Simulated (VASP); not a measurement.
# Si16B (a cell with a defect) in VASP: further runs, part 2 of 2

VASP 6.6.1. Earlier steps stand in the parts before.

**3. Single point, PBEsol, collinear spin, zero start**

INCAR

```
SYSTEM = Si16B
ALGO = Normal
EDIFF = 1E-6
ENCUT = 520
GGA = PS
ISIF = 2
ISMEAR = -1
ISPIN = 2
LASPH = .TRUE.
LCHARG = .FALSE.
LORBIT = 11
LREAL = Auto
LWAVE = .FALSE.
MAGMOM = 0 0 0 0 0 0 0 0 0 0 0 0 0 0 0 0 0
NBANDS = 52
NELM = 150
PREC = Accurate
SIGMA = 0.05
```

KPOINTS

```
k-points
0
G
  2 2 2
  0 0 0
```

POSCAR

```
Si16B
1.0
    0.0000000000      5.4300000000      5.4300000000
    5.4300000000      0.0000000000      5.4300000000
    5.4300000000      5.4300000000      0.0000000000
Si B
16 1
Direct
   -0.0021209024     -0.0034321363      0.0136930939
    0.1274597606      0.1262921731      0.1264954880
   -0.0025440147     -0.0028720074      0.4985661142
    0.1148274401      0.1198526703      0.6355130755
    0.0059989871      0.4997170350     -0.0000901473
    0.1313404236      0.6247964088      0.1221892265
    0.0107140884      0.5033124309      0.4958886740
    0.1309388582      0.6254775322      0.6269355433
    0.5009811234      0.0042501842      0.0004916206
    0.6259709945      0.1290420810      0.1236860958
    0.4978744015      0.0130917127      0.4979583794
    0.6257794659      0.1297807551      0.6272439227
    0.5056525783      0.5036569982      0.0002238490
    0.6320611418      0.6303169429      0.1213548803
    0.5046187845      0.5036079190      0.4953990792
    0.6225759669      0.6238612339      0.6282507366
    0.8195834254      0.8255904236      0.4198977901
```

Potentials or basis: VASP PAW PBE potentials, release 64 (Si, B).

Launch:

```sh
$ cat potpaw_PBE.64/Si/POTCAR potpaw_PBE.64/B/POTCAR > POTCAR
$ mpirun -np 1 vasp_std > vasp.out
```

OUTCAR:

```text
SYSTEM = Si16B
   EDIFF = 1E-6
   ENCUT = 520
   GGA = PS
   ISIF = 2
   ISMEAR = -1
   ISPIN = 2
   LASPH = .TRUE.
   LORBIT = 11
   LREAL = Auto
   NELM = 150
   PREC = Accurate

 ion  position               nearest neighbor table
   1  0.998  0.997  0.014-   6 2.33  10 2.33   2 2.33   4 2.37  17 2.60
   2  0.127  0.126  0.126-   3 2.33   1 2.33   5 2.34   9 2.34
   3  0.997  0.997  0.499-  12 2.33   8 2.33   2 2.33   4 2.37
   4  0.115  0.120  0.636-   3 2.37   1 2.37  11 2.41   7 2.41
   5  0.006  0.500  1.000-   6 2.34   8 2.34   2 2.34  14 2.34
   6  0.131  0.625  0.122-   1 2.33   5 2.34   7 2.34  13 2.35
   7  0.011  0.503  0.496-  17 2.10   8 2.34   6 2.34   4 2.41  16 2.43
   8  0.131  0.625  0.627-   3 2.33   5 2.34   7 2.34  15 2.34
   9  0.501  0.004  0.000-  10 2.34  12 2.34   2 2.34  14 2.34
  10  0.626  0.129  0.124-   1 2.33   9 2.34  11 2.35  13 2.35
  11  0.498  0.013  0.498-  17 2.09  12 2.34  10 2.35   4 2.41  16 2.44
  12  0.626  0.130  0.627-   3 2.33   9 2.34  15 2.34  11 2.34
  13  0.506  0.504  0.000-  16 2.33  14 2.35   6 2.35  10 2.35
  14  0.632  0.630  0.121-   5 2.34   9 2.34  15 2.35  13 2.35
  15  0.505  0.504  0.495-  16 2.33   8 2.34  12 2.34  14 2.35
  16  0.623  0.624  0.628-  17 2.17  15 2.33  13 2.33   7 2.43  11 2.44
  17  0.820  0.826  0.420-  11 2.09   7 2.10  16 2.17   1 2.60

[... 1006 lines left out ...]
  energy-cutoff  :      520.00
  volume of cell :      320.21
      direct lattice vectors                 reciprocal lattice vectors
     0.000000000  5.430000000  5.430000000    -0.092081031  0.092081031  0.092081031
     5.430000000  0.000000000  5.430000000     0.092081031 -0.092081031  0.092081031
     5.430000000  5.430000000  0.000000000     0.092081031  0.092081031 -0.092081031

 POSITION                                       TOTAL-FORCE (eV/Angst)
 -----------------------------------------------------------------------------------
      5.48572      5.49284     10.82985         0.003625     -0.003588     -0.005106
      1.37264      1.37898      1.37787        -0.000388     -0.000900      0.001086
      8.12162      8.12340     10.83059         0.000471     -0.003589     -0.000080
      4.10164      4.07435      1.27431        -0.001892      0.002736      0.001756
      8.14297      5.46209      2.74604        -0.001136      0.000466      0.001305
      4.05613      1.37667      4.10582        -0.001699     -0.000847      0.003718
[... 9 lines left out ...]
      6.79897      6.79199      6.76815         0.002301     -0.002694     -0.000009
      6.76300      6.73038      8.93329         0.004708      0.012082     -0.008124
 -----------------------------------------------------------------------------------
    total drift:                               -0.005628     -0.002401     -0.001089

  FREE ENERGIE OF THE ION-ELECTRON SYSTEM (eV)
  ---------------------------------------------------
  free  energy   TOTEN  =       -94.3670961187 eV

  energy  without entropy=      -94.3357012593  energy(sigma->0) =      -94.35139869

 total charge

# of ion       s       p       d       tot
------------------------------------------
    1        0.744   0.941   0.000   1.685
    2        0.742   0.957   0.000   1.699
    3        0.745   0.944   0.000   1.689
    4        0.779   0.901   0.000   1.680
    5        0.740   0.959   0.000   1.699
    6        0.752   0.933   0.000   1.686
[... 9 lines left out ...]
   16        0.754   0.920   0.000   1.674
   17        0.793   0.862   0.000   1.655
--------------------------------------------------
tot         12.773  15.893   0.000  28.666

 magnetization (x)

# of ion       s       p       d       tot
------------------------------------------
    1       -0.000  -0.000   0.000  -0.000
    2        0.000  -0.000   0.000   0.000
    3        0.000   0.000   0.000   0.000
    4        0.000   0.000   0.000   0.000
    5        0.000   0.000   0.000   0.000
    6        0.000  -0.000   0.000   0.000
[... 9 lines left out ...]
   16       -0.000  -0.000   0.000  -0.000
   17        0.000   0.000   0.000   0.000
--------------------------------------------------
tot          0.000   0.000   0.000   0.000
```

OSZICAR:

```text
N       E                     dE             d eps       ncg     rms          rms(c)
DAV:   1     0.145473765826E+03    0.14547E+03   -0.25298E+04  1664   0.106E+03
DAV:   2    -0.824890605864E+02   -0.22796E+03   -0.21322E+03  2052   0.160E+02
DAV:   3    -0.963299486840E+02   -0.13841E+02   -0.13542E+02  2140   0.348E+01
DAV:   4    -0.966023630381E+02   -0.27241E+00   -0.27145E+00  2108   0.597E+00
DAV:   5    -0.966090031773E+02   -0.66401E-02   -0.66306E-02  2112   0.863E-01    0.146E+01
DAV:   6    -0.949168037788E+02    0.16922E+01   -0.18031E+00  1984   0.443E+00    0.885E+00
DAV:   7    -0.943855765578E+02    0.53123E+00   -0.12051E+00  1968   0.313E+00    0.246E+00
DAV:   8    -0.943665498181E+02    0.19027E-01   -0.12435E-01  2064   0.106E+00    0.427E-01
DAV:   9    -0.943663565715E+02    0.19325E-03   -0.89095E-03  2008   0.315E-01    0.232E-01
DAV:  10    -0.943669683467E+02   -0.61178E-03   -0.20653E-03  2000   0.147E-01    0.109E-01
DAV:  11    -0.943670763458E+02   -0.10800E-03   -0.27553E-04  2068   0.597E-02    0.448E-02
DAV:  12    -0.943670941695E+02   -0.17824E-04   -0.30083E-05  2008   0.186E-02    0.198E-02
DAV:  13    -0.943670955172E+02   -0.13477E-05   -0.51962E-06  2064   0.784E-03    0.678E-03
DAV:  14    -0.943670961187E+02   -0.60152E-06   -0.16296E-06  1264   0.410E-03
   1 F= -.94367096E+02 E0= -.94351399E+02  d E =-.313949E-01  mag=    -0.0000
```

It took 6.3 min on 1 thread of AMD EPYC 9R14 (Zen 4), shared host; peak memory 0.67 GiB.

What came out:

```
Free energy                                           : -94.3671 eV
Pressure                                              : 1.4 GPa
Largest force                                         : 0.017 eV/Å
Band gap on the k mesh                                : none (metal or under the smearing width)
Net moment                                            : 0.00 μB per cell
Valence electrons inside the program's atomic spheres : Si 1.69, 1.70, 1.68, 1.67; B 1.66
```

Forces on the atoms (eV/Å):
```
Si   0.004 -0.004 -0.005
Si   0.000 -0.001  0.001
Si   0.000 -0.004  0.000
Si  -0.002  0.003  0.002
Si  -0.001  0.000  0.001
Si  -0.002 -0.001  0.004
Si  -0.011  0.011 -0.007
Si   0.001  0.002  0.003
Si   0.003 -0.002  0.005
Si   0.000  0.001  0.000
Si   0.003 -0.009 -0.002
Si   0.000 -0.001  0.001
Si   0.000  0.000  0.000
Si   0.001 -0.004  0.003
Si  -0.004 -0.002  0.003
Si   0.002 -0.003  0.000
B    0.005  0.012 -0.008
```

Stress tensor (GPa, compression positive):
```
1.09 0.73 0.03
0.73 1.07 0.11
0.03 0.11 2.12
```

Caveat: the k mesh is coarse (spacing up to 0.50 Å⁻¹), so the values aren't converged; the PAW data sets were made with another functional, which shifts forces and pressure a little.
